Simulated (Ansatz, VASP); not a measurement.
# BP in two plane-wave programs, part 2 of 2

Aim: how closely do two programs agree when they are given the same cell, functional and k mesh? The cell is taken from a series of runs on this material, whose earlier steps may have relaxed, scaled, displaced or heated it; both programs get it as it stands.

VASP 6.6.1 and Ansatz 0.2.0.

So far: Set-up; VASP: zone-centre phonons, LDA, pair 1.

## Step 3: Ansatz: zone-centre phonons, LDA, pair 1

Level of this step: Ansatz beside VASP: Kohn-Sham DFT, plane waves, LDA (Ansatz).

Ansatz runs on its PAW soft_1 files.

The same cell, functional (in two slightly different forms) and mesh now go to Ansatz, which takes its cutoff from its data sets.

input.yaml reads:

```yaml
crystal:
  lattice:
    - [0.0, 2.2677441322, 2.2347529466]
    - [2.2677441322, 0.0, 2.2347529466]
    - [2.2677441322, 2.2677441322, 0.0]
  atoms:
    - { symbol: B, position: [0.0, 0.0, 0.0] }
    - { symbol: P, position: [0.75, 0.75, 0.75] }
kpoints:
  mp_grid: { grid: [12, 12, 12] }
hamiltonian:
  xc: lda
  pseudopotentials: { kind: paw, azcp: { folder: soft_1 }, xc_functional: pbe }
scf:
  occupations: { method: fixed }
output:
  eigenvalues: true
phonons:
  method: dfpt
  dielectric: true
  rigid_motions: translations
```

The run is started by

```
$ ansatz run input.yaml --threads 4 --pin off --max-ram 10240MiB --backend cpu --events-out ev --progress --plain --runs-dir out
```

Numbers of over 12 decimals in the logs are rounded to 6 here.

Output:

```text
Engine: ansatz 0.2.0, aarch64-unknown-linux-gnu
Pseudopotentials: kind: paw
Pseudopotential: B, paw, valence charge 3, recommended cutoff 420 eV (normal), soft_1/B.paw.azcp
Pseudopotential: P, paw, valence charge 5, recommended cutoff 420 eV (normal), soft_1/P.paw.azcp
Functional definition: SPW92
  exchange = slater_x
  correlation = pw_c
Crystal: 2 atoms, lattice volume = 22.985 Å³
Basis set: ecut = 420 eV, 459 PW (Γ), exchange–correlation on 48×48×48 points (8 copies of the dense FFT grid, shifted against one another)
Bands: 8, of which v1, the nominal top of the filled ones, is band 4 counted from 1 (3 counted from 0)
Symmetry: 8 space group operations
k-points: 868 of 1728 (irreducible under 1 space group operation, time reversal used)
Non-local potential: B, projectors of the file, l = 0: 2, l = 1: 2, l = 2: 1
Non-local potential: P, projectors of the file, l = 0: 2, l = 1: 2, l = 2: 1
PAW form: soft (Blöchl's): semilocal exchange-correlation on the pseudo side does not see the compensation charge
PAW frozen core: B, regenerated for the run's functional, and the local potential with it (the file was generated under x = pbe(κ = 0.804, μ = 0.219515), c = pbe(β = 0.066725))
PAW frozen core: P, regenerated for the run's functional, and the local potential with it (the file was generated under x = pbe(κ = 0.804, μ = 0.219515), c = pbe(β = 0.066725))
PAW one-centre angular grid: B, 110 points (default); XC on 64 Gauss nodes
PAW one-centre angular grid: P, 110 points (default); XC on 64 Gauss nodes
Initial density: superposition of atomic densities (chi_scale 0.1, normalization cell, long waves kept (reshape's long-wave potential 0.00 eV rms))
Initial wavefunctions: pseudopotential atomic-orbital guess
Functional: x = slater, c = lda
SCF iter   1: F=—  HF=-877.443831 eV  |F-HF|=—  |Δ(HF+E_count)|=         —  Δρ=9.38e-2  dr2=2.27e0  ethr=3.10e-3  ⟨swp⟩=5.2  Hψ=50925  notcnv=0  defer=1668
preconditioner: auto → none  [insulator: Δε(μ)=1.777 eV  Ē_g=13.005 eV  n_scr=0 (ndim 8)  ℏωp=21.9 eV  f_vac=0.000  ε∞_Penn≈3.8]
SCF iter   2: F=—  HF=-876.688164 eV  |F-HF|=—  |Δ(HF+E_count)|=   7.56e-1  Δρ=2.97e-2  dr2=1.56e-1  ethr=3.10e-3  ⟨swp⟩=2.3  Hψ=19330  notcnv=0  defer=1531
SCF iter   3: F=—  HF=-876.637319 eV  |F-HF|=—  |Δ(HF+E_count)|=   5.08e-2  Δρ=1.13e-2  dr2=1.84e-2  ethr=1.95e-3  ⟨swp⟩=3.0  Hψ=12189  notcnv=0  defer=1699
SCF iter   4: F=—  HF=-876.631881 eV  |F-HF|=—  |Δ(HF+E_count)|=   5.44e-3  Δρ=1.57e-3  dr2=2.65e-4  ethr=2.30e-4  ⟨swp⟩=3.0  Hψ=12120  notcnv=0  defer=1729
SCF iter   5: F=—  HF=-876.631827 eV  |F-HF|=—  |Δ(HF+E_count)|=   5.42e-5  Δρ=6.11e-5  dr2=3.29e-7  ethr=3.32e-6  ⟨swp⟩=3.0  Hψ=10790  notcnv=0  defer=1733
SCF iter   6: F=—  HF=-876.631827 eV  |F-HF|=—  |Δ(HF+E_count)|=   3.66e-7  Δρ=1.20e-5  dr2=1.54e-8  ethr=4.11e-9  ⟨swp⟩=2.3  Hψ=10343  notcnv=0  defer=1698
SCF iter   7: F=-876.631827 eV  HF=-876.631827 eV  |F-HF|=6.23e-11  |Δ(HF+E_count)|=   2.42e-9  Δρ=5.71e-7  dr2=9.84e-11  ethr=1.25e-12  ⟨swp⟩=9.9  Hψ=62114  notcnv=0
SCF 1 converged in 7 iterations: F = -876.631827 eV  dr2 = 9.84e-11
  greatest PAW one-centre occupation: 0.762 electrons in one spin orbital (limit 2), on the P atom at site 1 (counted from 0), in its partial waves of l = 0
NSCF: frozen V_eff on 3 k-points
DFPT response loops at Γ: preconditioner auto → none (the input reference at scf.mixing.eps_inf says where Resta's filter doesn't serve); β = 0.50; Broyden in place of MSR1
── the response to a field inside a basis, on 12×12×12 k-points: an SCF that follows is theirs, and a resumed run solves both again ──
Bands: 5, of which v1, the nominal top of the filled ones, is band 4 counted from 1 (3 counted from 0)
k-points: 468 of 1728 (irreducible under 2 space group operations, time reversal used)
Initial density: handed on by an earlier stage of this run
Initial wavefunctions: pseudopotential atomic-orbital guess (no wavefunctions were taken with the density)
Eigensolver: Dense (468 Hₖ)
SCF iter   1: F=—  HF=-876.632116 eV  |F-HF|=—  |Δ(HF+E_count)|=         —  Δρ=1.24e-4  dr2=4.16e-7  ethr=1.00e-1
preconditioner: auto → none  [insulator: Δε(μ)=1.145 eV  Ē_g=9.874 eV  n_scr=0 (ndim 8)  ℏωp=21.9 eV  f_vac=0.000  ε∞_Penn≈5.9]
SCF iter   2: F=—  HF=-876.632117 eV  |F-HF|=—  |Δ(HF+E_count)|=   5.26e-7  Δρ=6.27e-5  dr2=1.06e-7  ethr=5.21e-9
SCF iter   3: F=-876.632117 eV  HF=-876.632117 eV  |F-HF|=4.39e-9  |Δ(HF+E_count)|=   1.83e-7  Δρ=4.32e-6  dr2=5.62e-9  ethr=1.32e-9
SCF 1 converged in 3 iterations: F = -876.632117 eV  dr2 = 5.62e-9
DFPT response loops at Γ: mixed as the last ones told, above
SCF converged after 7 iterations
Free energy (F): -876.631827 eV
Harris-Foulkes:  -876.631827 eV  (|F-HF|=6.23e-11)
Internal energy: -876.631827 eV  (E = F + TS)
E sigma→0 (E₀):  -876.631827 eV
Fermi energy:    9.351299 eV
--- Per-component energies (eV) ---
  E_band       = 21.858227
  E_kinetic    = 121.627419
  E_local      = -62.244936  (includes V_loc(G=0)·N_el)
  E_nonlocal   = 41.695476
  E_hartree    = 16.863792
  E_xc         = -106.298405
  E_vxc        = -101.673146  (∫ρ·V_xc dr)
  E_paw        = -601.381570  (= ΣΔE_a)
  E_vpaw       = -11.274103  (= ΣTr[D̂ρ^β])
  E_aug_tail   = 0.000008  (compensation charges beyond the density's cutoff)
  E_ewald      = -287.056797
  E_core_change = 0.163186  (= ΣΔE_core)
  E_smearing   = -0.000000  (= −TS)
  E_closure    = 0.000000  (closes the sum)
  Σ components = -876.631827   (vs F -876.631827, Δ=0.00e0)
--- Band table (eV; the first three rows and the last of 868) ---
  k-point 0: bands = ["-6.2820", "9.2099", "9.2099", "9.3513", "12.6048", "12.6861", "12.6861", "16.8451"]
  k-point 1: bands = ["-6.1553", "8.2930", "8.9907", "9.0960", "12.9028", "12.9807", "13.0399", "17.1951"]
  k-point 2: bands = ["-5.7783", "6.4120", "8.5265", "8.6481", "13.2693", "13.5762", "13.5801", "18.0446"]
  k-point 867: bands = ["-2.8908", "0.1321", "7.3956", "7.5834", "13.0836", "13.8633", "14.0446", "19.2341"]
--- Phonons (Γ-DFPT): 4 representative perturbations + reference, on 868 of 1728 k-points (Σ response iterations 12) ---
  k mesh reduced under 1 symmetry operation, with k and −k counted as one. Each operation leaves every solved perturbation unchanged. A smaller set is not considered because the run solves the response to a homogeneous field
  ASR residual: 3.057e-4 → 0.000e0 eV/Å²; symmetrization residual: 1.164e-7 eV/Å²
  ASR residual per site (eV/Å²): 1.86e-4 3.06e-4
  Γ frequencies (cm⁻¹): 0.00 0.00 0.00 807.79 807.79 808.87
  ε∞ (high-frequency dielectric tensor):
        9.270271     0.000000     0.000000
        0.000000     9.270271     0.000000
        0.000000     0.000000     9.048073
  ε⁰ (static dielectric tensor: ions relaxed, cell fixed):
        9.410646    -0.000000     0.000000
       -0.000000     9.410646     0.000000
        0.000000     0.000000     9.195274
  ε⁰ − ε∞ (ionic part):
        0.140376    -0.000000     0.000000
       -0.000000     0.140376     0.000000
        0.000000     0.000000     0.147201
  softest optical mode at Γ: 807.79 cm⁻¹; the repairs (sum rule, projections) moved no ω² at Γ by more than (2.17 cm⁻¹)²
  Born effective charges Z* (e; rows j = field, columns β = displacement):
    site 0:
        -0.58555   -0.00000    0.00000
         0.00000   -0.58555   -0.00000
         0.00000   -0.00000   -0.60041
    site 1:
         0.58555    0.00000    0.00000
        -0.00000    0.58555    0.00000
         0.00000    0.00000    0.60041
  Z* charge neutrality: 2.522e-4 e pre-enforcement
  solved inside a basis spanned on kpoints, on 12×12×12 k-points, its susceptibility summed on 16×16×16: ε∞ is read to err by 2.5e-2, Z* by 5.7e-3 e (field_mesh: kpoints solves on kpoints); Z* is corrected for what the basis lacks
  optical modes at Γ without the LO–TO term, one row a degenerate level:
      ω (cm⁻¹)  modes    IR ((D/Å)²/amu)
        807.79      2             1.9743
        808.87      1             1.0379
  optical modes at Γ + LO–TO along q̂ = [1.0000, 0.0000, 0.0000]:
      ω (cm⁻¹)  modes    IR ((D/Å)²/amu)
        807.79      1             0.9871
        808.87      1             1.0379
        813.88      1             0.9871
  optical modes at Γ + LO–TO along q̂ = [0.0000, 1.0000, 0.0000]:
      ω (cm⁻¹)  modes    IR ((D/Å)²/amu)
        807.79      1             0.9871
        808.87      1             1.0379
        813.88      1             0.9871
  optical modes at Γ + LO–TO along q̂ = [0.0000, 0.0000, 1.0000]:
      ω (cm⁻¹)  modes    IR ((D/Å)²/amu)
        807.79      2             1.9743
        815.42      1             1.0379
```

In the SCF lines HF is the Harris–Foulkes energy and dr2 the Hartree energy of the density residual, in eV; the loop may stop once dr2 is under the threshold and the program's other checks hold. Hψ counts applications of the Hamiltonian.

## Step 4: Differences

Known differences besides the potentials themselves: fixed occupations in Ansatz, narrow Gaussian smearing in VASP; VASP's response is taken on the typed mesh, Ansatz refines its own for the field response alone; the cutoff is 420 eV in Ansatz and 500 eV in VASP; VASP's log shows a relativistic correction to its local exchange, Ansatz's none. Total energies have different zeros and are not compared.

Compared:

```tsv
quantity	Ansatz	VASP	difference
ε∞ xx	9.27	9.29	-0.26 %
ε∞ yy	9.27	9.29	-0.26 %
ε∞ zz	9.05	9.07	-0.27 %
Born charge of B1 (mean of the diagonal) (e)	-0.59	-0.57	-0.02
Born charge of P2 (mean of the diagonal) (e)	0.59	0.57	+0.02
optical mode 1 to 2 (cm⁻¹)	807.8	805.6	+0.28 %
optical mode 3 (cm⁻¹)	808.9	806.7	+0.27 %
```

Modes are paired by rising frequency, not by their patterns, so a pair may set unlike modes beside each other; they are those without the splitting of longitudinal modes.

## Step 5: Ansatz: zone-centre phonons, LDA, pair 2

Second derivatives magnify differences that forces hide, and they need a tight electronic threshold. The cell compared in this pair holds 23.33 Å³, against 22.99 Å³ for the pair before.

The cell is taken from a series of runs on this material, whose earlier steps may have relaxed, scaled, displaced or heated it; both programs get it as it stands.

input.yaml, the sections that differ from step 3:

```yaml
crystal:
  lattice:
    - [0.0, 2.2901970444, 2.2241315917]
    - [2.2901970444, 0.0, 2.2241315917]
    - [2.2901970444, 2.2901970444, 0.0]
  atoms:
    - { symbol: B, position: [0.0, 0.0, 0.0] }
    - { symbol: P, position: [0.75, 0.75, 0.75] }
# kpoints, hamiltonian, scf, output, phonons: as in step 3
```

Output:

```text
[...]
Crystal: 2 atoms, lattice volume = 23.331 Å³
Basis set: ecut = 420 eV, 459 PW (Γ), exchange–correlation on 48×48×48 points (8 copies of the dense FFT grid, shifted against one another)
Bands: 8, of which v1, the nominal top of the filled ones, is band 4 counted from 1 (3 counted from 0)
Symmetry: 8 space group operations
k-points: 868 of 1728 (irreducible under 1 space group operation, time reversal used)
[...]
optical modes at Γ + LO–TO along q̂ = [1.0000, 0.0000, 0.0000]:
      ω (cm⁻¹)  modes    IR ((D/Å)²/amu)
[...]
optical modes at Γ + LO–TO along q̂ = [0.0000, 1.0000, 0.0000]:
      ω (cm⁻¹)  modes    IR ((D/Å)²/amu)
[...]
797.25      1             0.9076
        799.26      1             0.8083
  optical modes at Γ + LO–TO along q̂ = [0.0000, 0.0000, 1.0000]:
      ω (cm⁻¹)  modes    IR ((D/Å)²/amu)
        794.31      2             1.6166
        803.06      1             0.9076
[key lines of the parts left out:]
SCF converged after 8 iterations
Free energy (F): -876.615517 eV
Fermi energy:    9.238654 eV
```

## Step 6: VASP: zone-centre phonons, LDA, pair 2

The same cell, functional (in two slightly different forms) and mesh now go to VASP, with its own data sets.

INCAR reads:

```
SYSTEM = BP
PREC = Accurate
ENCUT = 500
EDIFF = 1E-08
NELM = 120
ISMEAR = 0
SIGMA = 0.01
LREAL = .FALSE.
ALGO = Normal
GGA = PW92
NBANDS = 10
LORBIT = 11
LWAVE = .FALSE.
LCHARG = .FALSE.
ISIF = 2
IBRION = 8
LEPSILON = .TRUE.
LASPH = .TRUE.
GGA_COMPAT = .FALSE.
EFERMI = MIDGAP
KPAR = 2
```

POSCAR reads:

```
BP
1.0
    0.0000000000      2.2901970444      2.2241315917
    2.2901970444      0.0000000000      2.2241315917
    2.2901970444      2.2901970444      0.0000000000
B P
1 1
Direct
    0.0000000000      0.0000000000      0.0000000000
    0.7500000000      0.7500000000      0.7500000000
```

KPOINTS reads:

```
Automatic mesh
0
Gamma
12 12 12
0 0 0
```

Potentials, in the order of the species: B and P (LDA family, release 64).

The run is started by

```
$ mpirun -np 2 vasp_std
```

Output:

```text
[banner, memory and clock lines left out]
running    2 mpi-ranks, on    1 nodes
[...]
[... a notice as in an earlier step ...]

 LDA part: xc-table for (Slater(with rela. corr.)+PW92), standard interpolation
 POSCAR, INCAR and KPOINTS ok, starting setup
[...]
entering main loop
       N       E                     dE             d eps       ncg     rms          rms(c)
DAV:   1     0.756977573660E+01    0.75698E+01   -0.39020E+03  3270   0.693E+02
DAV:   2    -0.146334927813E+02   -0.22203E+02   -0.21144E+02  4662   0.111E+02
DAV:   3    -0.152054763035E+02   -0.57198E+00   -0.57060E+00  3974   0.162E+01
DAV:   4    -0.152078786398E+02   -0.24023E-02   -0.24020E-02  4054   0.121E+00
[...]
DAV:  11    -0.143809622815E+02   -0.19513E-05   -0.51707E-06  4188   0.130E-02    0.353E-02
DAV:  12    -0.143809619272E+02    0.35424E-06   -0.19839E-06  3736   0.624E-03    0.726E-03
DAV:  13    -0.143809619355E+02   -0.82221E-08   -0.78536E-08  3980   0.179E-03
   1 F= -.14380962E+02 E0= -.14380962E+02  d E =0.000000E+00
[...]
RMM:  12    -0.414669275101E-01    0.93390E-10   -0.35037E-08  9295   0.961E-06    0.111E-07
 first order change of Fermi-energy   0.39858E-04
 force on displaced ion       2 direction 1 : -18.487  -0.000  -0.000
 Born effective charge ion    2 direction 1 :   0.511   0.000   0.000
 Linear response progress:
  Degree of freedom:   4/  4
       N       E                     dE             d eps       ncg     rms          rms(c)
RMM:   1    -0.434257377065E-01   -0.43426E-01    0.18656E-03 12926   0.142E+00
RMM:   2    -0.408016448292E-01    0.26241E-02   -0.83688E-04  8692   0.218E-01    0.144E-01
RMM:   3    -0.407950532416E-01    0.65916E-05   -0.21220E-05  9213   0.349E-02    0.821E-02
RMM:   4    -0.410313186952E-01   -0.23627E-03   -0.20797E-05  9151   0.332E-02    0.728E-03
[...]
RMM:   9    -0.409992429298E-01    0.48256E-07   -0.98266E-09 10022   0.223E-05    0.426E-06
RMM:  10    -0.409992547699E-01   -0.11840E-07    0.64214E-09 10189   0.109E-05    0.428E-06
RMM:  11    -0.409992453117E-01    0.94581E-08    0.35947E-08  8574   0.884E-06    0.211E-07
 first order change of Fermi-energy   0.34238E-03
 force on displaced ion       2 direction 3 :  -0.000  -0.000 -18.637
 Born effective charge ion    2 direction 3 :   0.000   0.000   0.543
 Born effective charges drift removed
 Linear response finished
```

OUTCAR, selected parts (step 6):

```text
  Total       -1.1364820     -1.1364820     -0.0396211      0.0000000      0.0000000     -0.0000000
  in kB      -78.0435394    -78.0435394     -2.7208261      0.0000000      0.0000000     -0.0000000
  external PRESSURE =     -52.9359683 kB  Pullay stress =       0.0000000 kB

 POSITION                                       TOTAL-FORCE (eV/Angst)
 -----------------------------------------------------------------------------------
      0.00000      0.00000      0.00000         0.000000      0.000000      0.000000
      3.43530      3.43530      3.33620        -0.000000     -0.000000     -0.000000
 -----------------------------------------------------------------------------------
    total drift:                               -0.000000     -0.000000      0.000000

 MACROSCOPIC STATIC DIELECTRIC TENSOR (including local field effects in DFT)
 ------------------------------------------------------
           9.390553     0.000000     0.000000
          -0.000000     9.390553    -0.000000
           0.000000    -0.000000     8.948131
 ------------------------------------------------------

 MACROSCOPIC STATIC DIELECTRIC TENSOR IONIC CONTRIBUTION
 ------------------------------------------------------
           0.109763     0.000000     0.000000
           0.000000     0.109763     0.000000
           0.000000     0.000000     0.123439
 ------------------------------------------------------

[... 1 part as in an earlier step ...]

[... 1 further part left out ...]
```

## Step 7: Comparison

The two programs side by side:

```tsv
quantity	Ansatz	VASP	difference
ε∞ xx	9.37	9.39	-0.24 %
ε∞ yy	9.37	9.39	-0.24 %
ε∞ zz	8.92	8.95	-0.27 %
Born charge of B1 (mean of the diagonal) (e)	-0.54	-0.52	-0.02
Born charge of P2 (mean of the diagonal) (e)	0.54	0.52	+0.02
optical mode 1 to 2 (cm⁻¹)	794.3	792.1	+0.28 %
optical mode 3 (cm⁻¹)	797.2	795.2	+0.26 %
```

Modes are paired by rising frequency, not by their patterns, so a pair may set unlike modes beside each other; they are those without the splitting of longitudinal modes.

## Step 8: What came out

| Property | Result |
| --- | --- |
| r.m.s. difference of the optical zone-centre modes, each program's sorted by frequency (zone-centre phonons, LDA, pair 1) | 2.2 cm⁻¹ |
| r.m.s. difference of the optical zone-centre modes, each program's sorted by frequency (zone-centre phonons, LDA, pair 2) | 2.2 cm⁻¹ |

The r.m.s. difference of the optical zone-centre modes, each program's sorted by frequency is 2.2 cm⁻¹ (zone-centre phonons, LDA, pair 1). Such differences can come from data sets, numerical settings and the points named under the comparisons, not from the functional's error against experiment.

[Lines on the potential files, build, host, timing and source positions are cut from VASP's logs without a mark.]

[Logs are printed without paths, hosts, clocks, repeated set-up lines and the standing remarks that a program may print on its own settings, such as how far it seeks lower states.]

[Hosts, paths, dates, database ids (printed as entryN), source tags and the programs' standing remarks are cut or masked in the printed files.]
